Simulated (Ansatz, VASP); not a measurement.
# TiTe2: VASP beside Ansatz

Wanted: the spread between two codes on one cell, functional and k mesh. The cell is taken from a series of runs on this material, whose earlier steps may have relaxed, scaled, displaced or heated it; both programs get it as it stands.

Program: Ansatz 0.2.0. Level of theory: plane waves, with VASP 6.6.1 beside it; zone-centre phonons at PBE. Results are calculated unless marked as measured.

**1. Set-up**

The structure is trigonal, space group P-3m1 (No. 164). The conventional cell has a = 3.764 Å, b = 3.764 Å, c = 6.881 Å, α = 90.00°, β = 90.00°, γ = 120.00°. Nearest to Ti lie 6 Te at 2.78 Å. Nearest to Te lie 3 Ti at 2.78 Å. Farther neighbours and most contacts between anions are not listed.

**2. VASP: zone-centre phonons, PBE**

Second derivatives magnify differences that forces hide, and they need a tight electronic threshold.

Lines of VASP's logs that name or quote its potential files are left out, and so is its time.

INCAR reads:

```
SYSTEM = TiTe2
PREC = Accurate
ENCUT = 500
EDIFF = 1E-08
NELM = 120
ISMEAR = 1
SIGMA = 0.2
LREAL = .FALSE.
ALGO = Normal
GGA = PE
NBANDS = 18
LASPH = .TRUE.
LORBIT = 11
LWAVE = .FALSE.
LCHARG = .FALSE.
ISIF = 2
IBRION = 8
GGA_COMPAT = .FALSE.
KPAR = 2
```

POSCAR reads:

```
TiTe2
1.0
    3.7640416193      0.0000000000      0.0000000000
   -1.8820208096      3.2597556632      0.0000000000
    0.0000000000      0.0000000000      6.8807962863
Ti Te
1 2
Direct
    0.0000000000      0.0000000000      0.0000000000
    0.6666666667      0.3333333333      0.2517286630
    0.3333333333      0.6666666667      0.7482713370
```

KPOINTS reads:

```
Automatic mesh
0
Gamma
15 15 8
0 0 0
```

The projector-augmented-wave data sets are Ti_sv and Te (PBE family, release 64).

Started as:

```
$ mpirun -np 2 vasp_std
```

Numbers of over 12 decimals in the logs are rounded to 6 here.

What it wrote:

```text
[banner, memory and clock lines left out]
running    2 mpi-ranks, on    1 nodes
 distrk:  each k-point on    1 cores,    2 groups
 distr:  one band on    1 cores,    1 groups

 POSCAR found type information on POSCAR TiTe
 POSCAR found :  2 types and       3 ions
 LDA part: xc-table for (Slater+PW92), standard interpolation
 POSCAR, INCAR and KPOINTS ok, starting setup
 FFT: planning ... GRIDC
 FFT: planning ... GRID_SOFT
 FFT: planning ... GRID
 WAVECAR not read
 entering main loop
       N       E                     dE             d eps       ncg     rms          rms(c)
DAV:   1     0.173872545935E+03    0.17387E+03   -0.10602E+04  6912   0.119E+03
DAV:   2    -0.219022650141E+01   -0.17606E+03   -0.17222E+03  7448   0.300E+02
DAV:   3    -0.179914359677E+02   -0.15801E+02   -0.15452E+02 10980   0.844E+01
DAV:   4    -0.185182793348E+02   -0.52684E+00   -0.52515E+00  8810   0.146E+01
DAV:   5    -0.185398806993E+02   -0.21601E-01   -0.21592E-01 10570   0.274E+00    0.120E+01
DAV:   6    -0.187457942250E+02   -0.20591E+00   -0.41017E+01  7890   0.400E+01    0.153E+01
DAV:   7    -0.164932263903E+02    0.22526E+01   -0.34590E+01  8840   0.347E+01    0.560E+00
DAV:   8    -0.162261855816E+02    0.26704E+00   -0.14428E+00  7990   0.841E+00    0.193E+00
DAV:   9    -0.162493305751E+02   -0.23145E-01   -0.45774E-01  9304   0.435E+00    0.186E+00
DAV:  10    -0.162251644841E+02    0.24166E-01   -0.44695E-01  8458   0.462E+00    0.951E-01
DAV:  11    -0.162177431714E+02    0.74213E-02   -0.45282E-02  8094   0.158E+00    0.447E-01
DAV:  12    -0.162180585517E+02   -0.31538E-03   -0.20338E-03  8008   0.347E-01    0.306E-01
DAV:  13    -0.162177956651E+02    0.26289E-03   -0.93459E-04  9004   0.207E-01    0.910E-02
DAV:  14    -0.162177946703E+02    0.99485E-06   -0.31311E-05  7920   0.400E-02    0.472E-02
DAV:  15    -0.162177842763E+02    0.10394E-04   -0.17842E-05  9244   0.295E-02    0.351E-02
DAV:  16    -0.162177793383E+02    0.49381E-05   -0.26926E-05  8988   0.340E-02    0.387E-03
DAV:  17    -0.162177795120E+02   -0.17374E-06   -0.72804E-07  7784   0.592E-03    0.221E-03
DAV:  18    -0.162177796408E+02   -0.12884E-06   -0.45011E-08  8306   0.141E-03    0.209E-03
DAV:  19    -0.162177797161E+02   -0.75229E-07   -0.42048E-09  4508   0.477E-04    0.792E-04
DAV:  20    -0.162177796983E+02    0.17737E-07   -0.11322E-08  4308   0.723E-04    0.395E-04
DAV:  21    -0.162177797078E+02   -0.94515E-08   -0.13049E-09  4216   0.247E-04
   1 F= -.16217780E+02 E0= -.16217961E+02  d E =0.542564E-03
 Linear response reoptimize wavefunctions to high precision
DAV:   1    -0.162177797088E+02   -0.10268E-08   -0.22414E-10  4324   0.125E-04
DAV:   2    -0.162177797088E+02    0.15007E-10   -0.60541E-11  4180   0.583E-05
 Linear response DOF=           4
 Linear response progress:
  Degree of freedom:   1/  4
       N       E                     dE             d eps       ncg     rms          rms(c)
RMM:   1    -0.757789649467E+00   -0.75779E+00    0.10817E+01 17612   0.137E+02
RMM:   2    -0.713055022960E+00    0.44735E-01   -0.45099E-01 30375   0.520E+00    0.200E-01
RMM:   3    -0.709565300630E+00    0.34897E-02   -0.23991E-02 34683   0.114E+00    0.101E-01
RMM:   4    -0.709799515244E+00   -0.23421E-03   -0.15621E-02 41459   0.497E-01    0.387E-02
RMM:   5    -0.711164801919E+00   -0.13653E-02   -0.75740E-04 41902   0.156E-01    0.170E-02
RMM:   6    -0.711594725174E+00   -0.42992E-03   -0.22322E-04 41935   0.684E-02    0.120E-02
RMM:   7    -0.711644249543E+00   -0.49524E-04   -0.38554E-05 41432   0.318E-02    0.255E-03
RMM:   8    -0.711610141455E+00    0.34108E-04   -0.16759E-05 45912   0.160E-02    0.109E-03
RMM:   9    -0.711631655374E+00   -0.21514E-04   -0.72120E-06 45574   0.763E-03    0.273E-04
RMM:  10    -0.711632093931E+00   -0.43856E-06   -0.50358E-06 46266   0.429E-03    0.215E-04
RMM:  11    -0.711640424184E+00   -0.83303E-05   -0.38210E-06 44909   0.271E-03    0.481E-05
RMM:  12    -0.711641453482E+00   -0.10293E-05   -0.30726E-06 47187   0.185E-03    0.329E-05
RMM:  13    -0.711640668581E+00    0.78490E-06   -0.24531E-06 46558   0.139E-03    0.274E-05
RMM:  14    -0.711640564597E+00    0.10398E-06   -0.21306E-06 47460   0.111E-03    0.466E-05
RMM:  15    -0.711640659670E+00   -0.95073E-07   -0.17401E-06 46185   0.931E-04    0.494E-05
RMM:  16    -0.711641122539E+00   -0.46287E-06   -0.15063E-06 43192   0.812E-04    0.408E-05
RMM:  17    -0.711641363467E+00   -0.24093E-06   -0.12431E-06 43550   0.719E-04    0.366E-05
RMM:  18    -0.711641531436E+00   -0.16797E-06   -0.10992E-06 42407   0.649E-04    0.315E-05
RMM:  19    -0.711641678167E+00   -0.14673E-06   -0.92736E-07 41315   0.591E-04    0.250E-05
RMM:  20    -0.711641774554E+00   -0.96387E-07   -0.82491E-07 45211   0.536E-04    0.245E-05
RMM:  21    -0.711641792031E+00   -0.17478E-07   -0.69287E-07 45693   0.490E-04    0.281E-05
 first order change of Fermi-energy  -0.10038E-02
 force on displaced ion       1 direction 1 :  -4.109   0.000   0.000
 Linear response progress:
  Degree of freedom:   2/  4
       N       E                     dE             d eps       ncg     rms          rms(c)
RMM:   1    -0.752166151625E+00   -0.75217E+00    0.19924E+01  6926   0.141E+02
RMM:   2    -0.707114703693E+00    0.45051E-01   -0.38982E-01 11504   0.457E+00    0.222E-01
RMM:   3    -0.703981785184E+00    0.31329E-02   -0.28085E-02 13495   0.110E+00    0.115E-01
RMM:   4    -0.704338723294E+00   -0.35694E-03   -0.17676E-02 15479   0.468E-01    0.532E-02
RMM:   5    -0.705381636202E+00   -0.10429E-02   -0.65081E-04 16141   0.141E-01    0.260E-02
RMM:   6    -0.705955252527E+00   -0.57362E-03   -0.20047E-04 15024   0.669E-02    0.926E-03
RMM:   7    -0.705967571750E+00   -0.12319E-04   -0.52246E-05 16022   0.315E-02    0.281E-03
RMM:   8    -0.705925768008E+00    0.41804E-04   -0.23804E-05 17008   0.162E-02    0.139E-03
RMM:   9    -0.705950966433E+00   -0.25198E-04   -0.15061E-05 17306   0.822E-03    0.570E-04
RMM:  10    -0.705955023199E+00   -0.40568E-05   -0.10872E-05 17516   0.518E-03    0.337E-04
RMM:  11    -0.705964340245E+00   -0.93170E-05   -0.10658E-05 16442   0.374E-03    0.852E-05
RMM:  12    -0.705964422519E+00   -0.82274E-07   -0.81032E-06 17737   0.284E-03    0.605E-05
RMM:  13    -0.705964517720E+00   -0.95201E-07   -0.63663E-06 17759   0.232E-03    0.610E-05
RMM:  14    -0.705964512669E+00    0.50508E-08   -0.77298E-06 17216   0.200E-03    0.114E-04
RMM:  15    -0.705964325432E+00    0.18724E-06   -0.81520E-06 15568   0.179E-03    0.815E-05
RMM:  16    -0.705964267519E+00    0.57913E-07   -0.63582E-06 16572   0.159E-03    0.721E-05
RMM:  17    -0.705964453093E+00   -0.18557E-06   -0.64291E-06 16299   0.144E-03    0.650E-05
RMM:  18    -0.705964536003E+00   -0.82910E-07   -0.52409E-06 17785   0.130E-03    0.722E-05
 first order change of Fermi-energy   0.44141E-03
 force on displaced ion       1 direction 3 :  -0.000   0.000  -9.573
 Linear response progress:
  Degree of freedom:   3/  4
       N       E                     dE             d eps       ncg     rms          rms(c)
RMM:   1    -0.431581998225E-01   -0.43158E-01    0.13474E-02 78456   0.107E+00
RMM:   2    -0.417562671289E-01    0.14019E-02   -0.34572E-03 65877   0.326E-01    0.782E-02
RMM:   3    -0.419276532904E-01   -0.17139E-03   -0.81610E-04 76541   0.133E-01    0.437E-02
RMM:   4    -0.420109734323E-01   -0.83320E-04   -0.13798E-04 81129   0.492E-02    0.320E-02
RMM:   5    -0.421533692727E-01   -0.14240E-03   -0.34119E-05 70142   0.317E-02    0.311E-03
RMM:   6    -0.421458764247E-01    0.74928E-05   -0.87980E-06 80285   0.129E-02    0.195E-03
RMM:   7    -0.421463564950E-01   -0.48007E-06   -0.29766E-06 79424   0.607E-03    0.144E-03
RMM:   8    -0.421469102046E-01   -0.55371E-06   -0.51392E-07 78500   0.310E-03    0.571E-04
RMM:   9    -0.421469411434E-01   -0.30939E-07   -0.78048E-07 85591   0.153E-03    0.197E-04
RMM:  10    -0.421466423532E-01    0.29879E-06    0.98617E-08 87070   0.703E-04    0.692E-05
RMM:  11    -0.421466560243E-01   -0.13671E-07   -0.20991E-07 86353   0.373E-04    0.254E-05
RMM:  12    -0.421466167648E-01    0.39259E-07    0.68017E-08 86845   0.214E-04    0.113E-05
RMM:  13    -0.421466367667E-01   -0.20002E-07   -0.11229E-07 85503   0.135E-04    0.319E-06
RMM:  14    -0.421466271452E-01    0.96216E-08   -0.47835E-09 87781   0.930E-05    0.129E-06
 first order change of Fermi-energy   0.58965E-04
 force on displaced ion       2 direction 1 :  -3.120   0.001   0.000
 Linear response progress:
  Degree of freedom:   4/  4
       N       E                     dE             d eps       ncg     rms          rms(c)
RMM:   1    -0.663708016913E-01   -0.66371E-01    0.36970E-02 16528   0.123E+00
RMM:   2    -0.646524068785E-01    0.17184E-02   -0.37063E-03 14486   0.338E-01    0.155E-01
RMM:   3    -0.648830548517E-01   -0.23065E-03   -0.11608E-03 13873   0.232E-01    0.132E-01
RMM:   4    -0.647744268373E-01    0.10863E-03   -0.44781E-04 13402   0.162E-01    0.638E-02
RMM:   5    -0.648035657820E-01   -0.29139E-04   -0.11241E-04 15838   0.596E-02    0.481E-02
RMM:   6    -0.649005537279E-01   -0.96988E-04   -0.32068E-05 14870   0.372E-02    0.535E-03
RMM:   7    -0.649041123332E-01   -0.35586E-05   -0.12108E-05 16993   0.177E-02    0.450E-03
RMM:   8    -0.649053153730E-01   -0.12030E-05   -0.31695E-06 17644   0.812E-03    0.230E-03
RMM:   9    -0.649049787024E-01    0.33667E-06   -0.29776E-06 16569   0.362E-03    0.114E-03
RMM:  10    -0.649057715783E-01   -0.79288E-06   -0.13754E-06 16843   0.204E-03    0.294E-04
RMM:  11    -0.649058857943E-01   -0.11422E-06    0.29378E-07 16787   0.912E-04    0.778E-05
RMM:  12    -0.649058771923E-01    0.86019E-08   -0.78637E-07 18145   0.443E-04    0.443E-05
RMM:  13    -0.649058460465E-01    0.31146E-07   -0.27526E-07 17104   0.239E-04    0.218E-05
RMM:  14    -0.649058618133E-01   -0.15767E-07   -0.40299E-07 17552   0.142E-04    0.137E-05
RMM:  15    -0.649058604181E-01    0.13951E-08   -0.52961E-08 17872   0.960E-05    0.496E-06
 first order change of Fermi-energy   0.21847E+00
 force on displaced ion       2 direction 3 :   0.000   0.000  -6.716
 Linear response finished
```

OUTCAR, selected parts (step 2):

```text
ion  position               nearest neighbor table
   1  0.000  0.000  0.000-   2 2.78   3 2.78   3 2.78   2 2.78   2 2.78   3 2.78
   2  0.667  0.333  0.252-   1 2.78   1 2.78   1 2.78
   3  0.333  0.667  0.748-   1 2.78   1 2.78   1 2.78

  LATTYP: Found a hexagonal cell.
 ALAT       =     3.7640416193
 C/A-ratio  =     1.8280340608

 Subroutine GETGRP returns: Found 12 space group operations
 (whereof 12 operations were pure point group operations)

The static configuration has the point symmetry D_3d.

 Found    192 irreducible k-points:

   k-points           NKPTS =    192   k-points in BZ     NKDIM =    192   number of bands    NBANDS=     18

   dimension x,y,z NGX =    28 NGY =   28 NGZ =   50
   dimension x,y,z NGXF=    56 NGYF=   56 NGZF=  100

   ENCUT  =  500.0 eV  36.75 Ry    6.06 a.u.   6.86  6.86 12.55*2*pi/ulx,y,z

   NELECT =      24.0000    total number of electrons

 k-points in reciprocal lattice and weights: Automatic mesh
   0.00000000  0.00000000  0.00000000       0.001
   0.06666667  0.00000000  0.00000000       0.003
   0.13333333  0.00000000  0.00000000       0.003
   0.20000000  0.00000000  0.00000000       0.003
   0.26666667  0.00000000  0.00000000       0.003
   0.33333333  0.00000000  0.00000000       0.003
   0.40000000  0.00000000  0.00000000       0.003
   0.46666667  0.00000000  0.00000000       0.003
   0.06666667  0.06666667  0.00000000       0.003
[...]
0.33333333  0.26666667  0.50000000       0.007
   0.33333333  0.33333333  0.50000000       0.001

 average (electrostatic) potential at core
       1 -75.3771       2 -87.8943       3 -87.8943

  Total        0.0506249      0.0506249      0.0523308      0.0000000      0.0000000     -0.0000000
  in kB        0.9607195      0.9607195      0.9930934      0.0000000      0.0000000     -0.0000000
  external PRESSURE =       0.9715108 kB  Pullay stress =       0.0000000 kB

  energy-cutoff  :      500.00
  volume of cell :       84.43
      direct lattice vectors                 reciprocal lattice vectors
     3.764041619  0.000000000  0.000000000     0.265671876  0.153385729  0.000000000
    -1.882020810  3.259755663  0.000000000     0.000000000  0.306771459  0.000000000
     0.000000000  0.000000000  6.880796286     0.000000000  0.000000000  0.145332017

 POSITION                                       TOTAL-FORCE (eV/Angst)
 -----------------------------------------------------------------------------------
      0.00000      0.00000      0.00000        -0.000000      0.000000      0.000000
      1.88202      1.08659      1.73209         0.000000      0.000000      0.009298
     -0.00000      2.17317      5.14870        -0.000000      0.000000     -0.009298
 -----------------------------------------------------------------------------------
    total drift:                               -0.000000     -0.000000     -0.000000

 Eigenvectors and eigenvalues of the dynamical matrix
 ----------------------------------------------------

   1 f  =    7.615006 THz    47.846492 2PiTHz  254.009249 cm-1    31.493119 meV
             X         Y         Z           dx          dy          dz
      0.000000  0.000000  0.000000     0.000000    0.000000    0.917982
      1.882021  1.086585  1.732094     0.000000    0.000000   -0.280453
     -0.000000  2.173170  5.148703    -0.000000   -0.000000   -0.280453

   2 f  =    4.992323 THz    31.367692 2PiTHz  166.525977 cm-1    20.646580 meV
             X         Y         Z           dx          dy          dz
      0.000000  0.000000  0.000000     0.739588    0.542802   -0.000000
      1.882021  1.086585  1.732094    -0.226860   -0.166498    0.000000
     -0.000000  2.173170  5.148703    -0.226860   -0.166498   -0.000000

   3 f  =    4.992323 THz    31.367692 2PiTHz  166.525977 cm-1    20.646580 meV
             X         Y         Z           dx          dy          dz
      0.000000  0.000000  0.000000    -0.542802    0.739588   -0.000000
      1.882021  1.086585  1.732094     0.166498   -0.226860    0.000000
     -0.000000  2.173170  5.148703     0.166498   -0.226860   -0.000000

   4 f  =    4.075136 THz    25.604838 2PiTHz  135.931921 cm-1    16.853403 meV
             X         Y         Z           dx          dy          dz
      0.000000  0.000000  0.000000     0.000000    0.000000   -0.000000
      1.882021  1.086585  1.732094     0.000000   -0.000000   -0.707107
     -0.000000  2.173170  5.148703    -0.000000   -0.000000    0.707107

   5 f  =    2.829507 THz    17.778319 2PiTHz   94.382207 cm-1    11.701897 meV
             X         Y         Z           dx          dy          dz
      0.000000  0.000000  0.000000     0.000000   -0.000000   -0.000000
      1.882021  1.086585  1.732094    -0.570048   -0.418384   -0.000000
     -0.000000  2.173170  5.148703     0.570048    0.418384   -0.000000

   6 f  =    2.829507 THz    17.778319 2PiTHz   94.382207 cm-1    11.701897 meV
             X         Y         Z           dx          dy          dz
      0.000000  0.000000  0.000000    -0.000000   -0.000000   -0.000000
      1.882021  1.086585  1.732094     0.418384   -0.570048   -0.000000
     -0.000000  2.173170  5.148703    -0.418384    0.570048   -0.000000

   7 f/i=    0.002712 THz     0.017038 2PiTHz    0.090451 cm-1     0.011214 meV
             X         Y         Z           dx          dy          dz
      0.000000  0.000000  0.000000    -0.032548   -0.396630    0.000000
      1.882021  1.086585  1.732094    -0.053055   -0.646528    0.000000
     -0.000000  2.173170  5.148703    -0.053055   -0.646528    0.000000

   8 f/i=    0.002712 THz     0.017038 2PiTHz    0.090451 cm-1     0.011214 meV
             X         Y         Z           dx          dy          dz
      0.000000  0.000000  0.000000    -0.396630    0.032548   -0.000000
      1.882021  1.086585  1.732094    -0.646528    0.053055   -0.000000
     -0.000000  2.173170  5.148703    -0.646528    0.053055   -0.000000

   9 f/i=    0.006999 THz     0.043973 2PiTHz    0.233447 cm-1     0.028944 meV
             X         Y         Z           dx          dy          dz
      0.000000  0.000000  0.000000     0.000000   -0.000000   -0.396621
      1.882021  1.086585  1.732094     0.000000   -0.000000   -0.649112
     -0.000000  2.173170  5.148703     0.000000   -0.000000   -0.649112

 ELASTIC MODULI CONTR FROM IONIC RELAXATION (kBar)
 Direction    XX          YY          ZZ          XY          YZ          ZX
 --------------------------------------------------------------------------------
 XX        -234.5952   -161.6172   -393.0863     -0.0000   -127.4165     -0.0000
 YY        -161.6172   -234.5952   -393.0863     -0.0000    127.4165      0.0000
 ZZ        -393.0863   -393.0863   -779.9697     -0.0000      0.0000      0.0000
 XY          -0.0000     -0.0000     -0.0000    -36.4890      0.0000   -106.7834
 YZ        -127.4165    127.4165      0.0000      0.0000   -444.9273     -0.0000
 ZX          -0.0000      0.0000      0.0000   -106.7834     -0.0000   -312.4969
 --------------------------------------------------------------------------------
```

This run has no spin polarisation, so a moment on Ti, if there is one, isn't seen.

[end of part 1 of 2]

[Lines on the potential files, build, host, timing and source positions are cut from VASP's logs without a mark.]

[Logs are printed without paths, hosts, clocks, repeated set-up lines and the standing remarks that a program may print on its own settings, such as how far it seeks lower states.]

[Hosts, paths, dates, database ids (printed as entryN), source tags and the programs' standing remarks are cut or masked in the printed files.]
